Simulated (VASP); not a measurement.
**Ge: transverse stress against strain**

Ge (diamond, Fd-3m, 22.725 Å³/atom and stress up to 0.25 GPa in the relaxed cell, cube axes along x, y and z) under a strain ε along a cube axis (axis z), the other axes held. r2SCAN in VASP (plane waves, PAW), 480 eV, 10×10×10 Γ-centred mesh, Gaussian smearing 0.05 eV; ions are relaxed, or left where forces stay under 0.02 eV/Å, within the symmetry of each cell. Stress is positive for a compressed cell.

Here s stands for strain and y for stress xx.

| strain (%) | stress xx (GPa) |
|---|---|
| -1.50 | 1.03 |
| -1.00 | 0.76 |
| -0.50 | 0.48 |
| 0.00 | 0.25 |
| 0.50 | 0.03 |
| 1.00 | -0.18 |
| 1.50 | -0.39 |
| 3.00 | ? |

The 7 complete rows are fitted with a straight line, y against s. Means: s 0, y 0.283. About the means, the sum of products is -3.2950 and the sum of squares of s is 7.0000; the slope is their ratio. Least squares gives y = 0.283 - 0.4707·s. Residuals (row less fit): 0.041, 0.006, -0.038, -0.033, -0.018, 0.008, 0.033; standard error 0.034 (degrees of freedom: 5). The slope gives the elastic constant C12 = 47 ± 1 GPa (± standard error of the fit, which holds the terms cut off).

Predict the withheld y at s = 3.00 from the fit, and compare with the calculation.

y = 0.283 - 0.4707 × 3.0 = -1.129 GPa. The calculation gives -0.91 GPa, 0.219 GPa above the prediction (11.3 % of the range of y in the table). The row lies outside the fitted rows, so this is an extrapolation. From the scatter of the fitted rows alone, a prediction at this place has a standard error of 0.053 GPa, so the miss is 4.1 times that.

A polynomial of degree 2 through the 12 other runs of the series gives -0.92 there, so most of the miss is curvature that the fit leaves out. This level leaves no gap over 0.05 eV at strain 3.00 %. Rows are the converged runs of the series near zero and its far end; series whose fitted rows scatter by over a few per cent of the range, as at a crossing or softening among them, aren't shown in this form, nor equations of state whose B0' disagrees with the runs' pressures. Most that stay on the fit to the last digits aren't either.
